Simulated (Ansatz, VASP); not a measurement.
## TaGe2As4PdSeS (1T-PdSSe under TaGe2As4, AA') in two plane-wave programs

One calculation is typed for both programs; each brings its own data sets. How far apart do they land? The structure shown is the end of the Ansatz relaxation below.

Method: plane waves, with VASP 6.6.1 beside it; single point at PBEsol with D3(BJ), in Ansatz 0.2.0.

## 1. Set-up

The cell holds 10 atoms: 1 Se, 1 Pd, 1 S, 4 As, 2 Ge and 1 Ta. Its edges and angles: a = 3.633 Å, b = 3.633 Å, c = 60.808 Å, α = 90.0°, β = 90.0°, γ = 120.0°. Vacuum lies along c.

## 2. Ansatz: relaxation, PBEsol with D3(BJ)

Ansatz runs on its default PAW (the set named soft_2) files.

This run makes the geometry at which the two programs are then compared.

Input file input.yaml:

```yaml
crystal:
  lattice:
    - [3.685, 0.0, 0.0]
    - [-1.8425, 3.1913036129, 0.0]
    - [0.0, 0.0, 60.8080920899]
  atoms:
    - { symbol: Se, position: [0.6666666667, 0.3333333333, 0.3774168735] }
    - { symbol: Pd, position: [0.0, 0.0, 0.3987912276] }
    - { symbol: S, position: [0.3333333333, 0.6666666667, 0.414992089] }
    - { symbol: As, position: [0.3333333333, 0.6666666667, 0.464327628] }
    - { symbol: Ge, position: [0.0, 0.0, 0.4785197959] }
    - { symbol: As, position: [0.0, 0.0, 0.5166726127] }
    - { symbol: Ta, position: [0.3333333333, 0.6666666667, 0.5434553773], spin: 1.0 }
    - { symbol: As, position: [0.0, 0.0, 0.5702381418] }
    - { symbol: Ge, position: [0.0, 0.0, 0.6083909587] }
    - { symbol: As, position: [0.3333333333, 0.6666666667, 0.6225831265] }
  periodic: [true, true, false]
magnetization:
  spin_polarized: true
kpoints:
  mp_grid: { grid: [12, 12, 1] }
hamiltonian:
  xc: pbesol
  dispersion: d3bj
scf:
  occupations: { method: fermi_dirac, width: 0.05 }
  convergence: { dr2_threshold: 1.0e-09 }
relax:
  f_tol: 0.004
  max_steps: 90
  cell: {}
output:
  write_potential: true
  write_density: true
  volumetric_format: npy
```

Launch:

```console
> ansatz run input.yaml --threads 4 --pin off --max-ram 12288MiB --backend cpu --events-out ev --progress --plain --runs-dir out
```

Numbers of over 12 decimals in the logs are rounded to 6 here.

Output:

```text
Warning: relax.cell: scf.convergence.dr2_threshold = 1e-9 eV is looser than the 1.61182940542e-10 eV advised for a relaxation that steers and ends on the stress (1e-10 eV for each atom of the cell: 10, times the square of relax.cell.stress_2d_tol = 0.05 N/m over 24.9 Å (the atoms' height at the walk's start and 5 Å past either face), 2.007e-2 GPa, over a crystal's default 0.05). What an SCF threshold leaves in a stress goes as its square root, and in the free energy as the threshold itself, and one threshold admits the most on a small cell: [figures from the program's tests cut] Set scf.convergence.dr2_threshold to 1.61182940542e-10 eV or tighter. [rest of the remark cut]
Engine: ansatz 0.2.0, x86_64-unknown-linux-gnu
Pseudopotentials: kind: paw
Pseudopotential: Se, paw, valence charge 16, recommended cutoff 420 eV (normal), Se.paw.azcp
Pseudopotential: Pd, paw, valence charge 18, recommended cutoff 420 eV (normal), Pd.paw.azcp
Pseudopotential: S, paw, valence charge 6, recommended cutoff 420 eV (normal), S.paw.azcp
Pseudopotential: As, paw, valence charge 15, recommended cutoff 420 eV (normal), As.paw.azcp
Pseudopotential: Ge, paw, valence charge 14, recommended cutoff 420 eV (normal), Ge.paw.azcp
Pseudopotential: Ta, paw, valence charge 13, recommended cutoff 420 eV (normal), Ta.paw.azcp
Functional definition: PBEsol
  exchange = pbesol_x
  correlation = pbesol_c
Crystal: 10 atoms, lattice volume = 715.100 Å³
Basis set: ecut = 420 eV, 13991 PW (Γ), exchange–correlation on 50×50×864 points (8 copies of the dense FFT grid, shifted against one another)
Bands: 86, of which v1, the nominal top of the filled ones, is band 71 counted from 1 (70 counted from 0)
Symmetry: 6 space group operations
Space group: P3m1 (ITA 156), of the structure as read, at distance tolerance 8.9e-5 Å
Magnetic group: BNS 156.49 (UNI 1279), of the structure as read, at distance tolerance 8.9e-5 Å
k-points: 19 of 144 (time reversal used)
Non-local potential: Se, projectors of the file, l = 0: 2, l = 1: 2, l = 2: 3, l = 3: 1
Non-local potential: Pd, projectors of the file, l = 0: 2, l = 1: 2, l = 2: 2, l = 3: 1
Non-local potential: S, projectors of the file, l = 0: 2, l = 1: 2, l = 2: 2
Non-local potential: As, projectors of the file, l = 0: 2, l = 1: 2, l = 2: 3, l = 3: 1
Non-local potential: Ge, projectors of the file, l = 0: 2, l = 1: 2, l = 2: 3, l = 3: 1
Non-local potential: Ta, projectors of the file, l = 0: 3, l = 1: 2, l = 2: 2, l = 3: 1
PAW form: soft (Blöchl's): semilocal exchange-correlation on the pseudo side does not see the compensation charge
PAW frozen core: Se, regenerated for the run's functional, and the local potential with it (the file was generated under x = pbe(κ = 0.804, μ = 0.219515), c = pbe(β = 0.066725))
PAW frozen core: Pd, regenerated for the run's functional, and the local potential with it (the file was generated under x = pbe(κ = 0.804, μ = 0.219515), c = pbe(β = 0.066725))
PAW frozen core: S, regenerated for the run's functional, and the local potential with it (the file was generated under x = pbe(κ = 0.804, μ = 0.219515), c = pbe(β = 0.066725))
PAW frozen core: As, regenerated for the run's functional, and the local potential with it (the file was generated under x = pbe(κ = 0.804, μ = 0.219515), c = pbe(β = 0.066725))
PAW frozen core: Ge, regenerated for the run's functional, and the local potential with it (the file was generated under x = pbe(κ = 0.804, μ = 0.219515), c = pbe(β = 0.066725))
PAW frozen core: Ta, regenerated for the run's functional, and the local potential with it (the file was generated under x = pbe(κ = 0.804, μ = 0.219515), c = pbe(β = 0.066725))
PAW one-centre angular grid: Se, 590 points (default); XC on 64 Gauss nodes
PAW one-centre angular grid: Pd, 590 points (default); XC on 64 Gauss nodes
PAW one-centre angular grid: S, 110 points (default); XC on 64 Gauss nodes
PAW one-centre angular grid: As, 590 points (default); XC on 64 Gauss nodes
PAW one-centre angular grid: Ge, 590 points (default); XC on 64 Gauss nodes
PAW one-centre angular grid: Ta, 590 points (default); XC on 64 Gauss nodes
Initial density: superposition of atomic densities (neutral atoms: chi_scale 0, normalization atom)
Starting moments: Σ|m| = 1 μB on 1 of 10 sites
Initial wavefunctions: pseudopotential atomic-orbital guess
[...]
SCF converged after 8 iterations
an eigenvalue changed by more than its tolerance at an iteration that met the thresholds in force, so the SCF went on 1 time: the last check found none over its tolerance
Magnetization: 0.0000 μB (70.5000 up, 70.5000 down)
Absolute magnetization: 0.0000 μB (∫|ρ↑−ρ↓|, with the PAW one-centre terms)
Spin contamination: 0.0000 ħ² per cell (⟨S²⟩ above its minimum at these occupations)
Per-site moments (μB) at R_I (Å): [(6.078163745333421e-10, 1.020293), (3.4562661469123864e-9, 0.989434), (-3.12100902364377e-8, 0.989434), (5.745617986917053e-9, 0.992440), (2.784450067997796e-8, 0.992440), (-4.605273874919351e-8, 0.998895), (1.00363919780661e-6, 1.060493), (-3.470149912497617e-8, 0.990934), (3.339923176906427e-8, 0.990934), (2.208863275077084e-8, 0.991621)]
Free energy (F): -50785.587349 eV
Harris-Foulkes:  -50785.587349 eV  (|F-HF|=3.26e-9)
Internal energy: -50785.563268 eV  (E = F + TS)
E sigma→0 (E₀):  -50785.575308 eV
Entropy (-TS):   -0.024082 eV (-2.408 meV/atom)
Fermi energy:    -4.914306 eV
--- Per-component energies (eV) ---
  E_band       = -4191.102126
  E_kinetic    = 1742.638465
  E_local      = -1450397.218139  (includes V_loc(G=0)·N_el)
  E_nonlocal   = -2159.542201
  E_hartree    = 723802.676029
  E_xc         = -1050.090284
  E_vxc        = -1048.503085  (∫ρ·V_xc dr)
  E_paw        = -25539.332100  (= ΣΔE_a)
  E_vpaw       = 66.168266  (= ΣTr[D̂ρ^β])
  E_aug_tail   = 0.000427  (compensation charges beyond the density's cutoff)
  E_ewald      = 702811.228015
  E_disp       = -3.211637  (pairwise vdW)
  E_core_change = 7.288157  (= ΣΔE_core)
  E_smearing   = -0.024082  (= −TS)
  E_closure    = -0.000000  (closes the sum)
  Σ components = -50785.587349   (vs F -50785.587349, Δ=0.00e0)
--- Forces (eV/Å), atoms counted from 1 ---
  atom   1  Se     0.00000000     0.00000000    -0.00081053
  atom   2  Pd     0.00000000    -0.00000000     0.00042697
  atom   3  S     -0.00000000    -0.00000000     0.00057417
  atom   4  As    -0.00000000     0.00000000    -0.00011341
  atom   5  Ge     0.00000000     0.00000000     0.00105732
  atom   6  As     0.00000000     0.00000000    -0.00199559
  atom   7  Ta     0.00000000     0.00000000     0.00111060
  atom   8  As     0.00000000     0.00000000     0.00019328
  atom   9  Ge    -0.00000000     0.00000000    -0.00014768
  atom  10  As     0.00000000     0.00000000    -0.00029401
  max |Σ_I F_I| component: 1.12e-6 eV/Å
--- 2D stress c σ (N/m, compression-positive) ---
       -0.003196       0.000000      -0.000000
        0.000000      -0.003196       0.000000
       -0.000000       0.000000      -0.000000
  P = ½ c Tr σ = -0.0032 N/m
--- Band table (eV; the first three rows and the last of 38) ---
  k-point 0 ↑: bands = [... 67 lower, -5.1927, -4.9018, -4.9018, -4.3146, -3.3880, -3.3880, -2.7925, -2.5665, ... 11 higher]
  k-point 1 ↑: bands = [... 67 lower, -5.3775, -5.2279, -5.0878, -4.3180, -3.8064, -3.4806, -2.2819, -2.1904, ... 11 higher]
  k-point 2 ↑: bands = [... 67 lower, -5.7783, -5.4929, -5.3074, -4.6306, -4.4536, -3.6476, -2.5923, -2.5466, ... 11 higher]
  k-point 18 ↓: bands = [... 67 lower, -7.1271, -6.3065, -5.7433, -4.4968, -4.4002, -4.1081, -3.8280, -3.3128, ... 11 higher]
  the weakly bound empty levels are not read free of the cell's end (no_gap_told)
--- Relaxed structure (7 steps of the walk, 7 accepted, 1 SCFs on fresh bases) ---
  F+E_penalty+E_count = -50785.58734937 eV   max|allowed force component| = 1.996e-3 eV/Å   (the final SCF, on the basis selected at the relaxed cell)
  cell:  # Å, volume = 694.9764 Å³
    - [3.632779, 0, 0]
    - [-1.816390, 3.146079, 0]
    - [0, 0, 60.8080920899]
  atoms:
    - { symbol: Se, position: [0.666667, 0.333333, 0.372095] }
    - { symbol: Pd, position: [-1.8266589160972456e-17, -3.145631903018446e-17, 0.393655] }
    - { symbol: S, position: [0.333333, 0.666667, 0.412794] }
    - { symbol: As, position: [0.333333, 0.666667, 0.461504] }
    - { symbol: Ge, position: [-2.390593720950237e-18, -3.145631903018445e-17, 0.480889] }
    - { symbol: As, position: [1.1427296444670677e-18, -3.145631903018444e-17, 0.520712] }
    - { symbol: Ta, position: [0.333333, 0.666667, 0.545162] }
    - { symbol: As, position: [-7.729386822086331e-18, -3.1456319030184443e-17, 0.570083] }
    - { symbol: Ge, position: [-4.867463146043552e-18, -3.145631903018445e-17, 0.609589] }
    - { symbol: As, position: [0.333333, 0.666667, 0.628906] }
```

(Continued in part 2 of 2.)

[Lines on the potential files, build, host, timing and source positions are cut from VASP's logs without a mark.]

[Logs are printed without paths, hosts, clocks, repeated set-up lines and the standing remarks that a program may print on its own settings, such as how far it seeks lower states.]

[Hosts, paths, dates, database ids (printed as entryN), source tags and the programs' standing remarks are cut or masked in the printed files.]
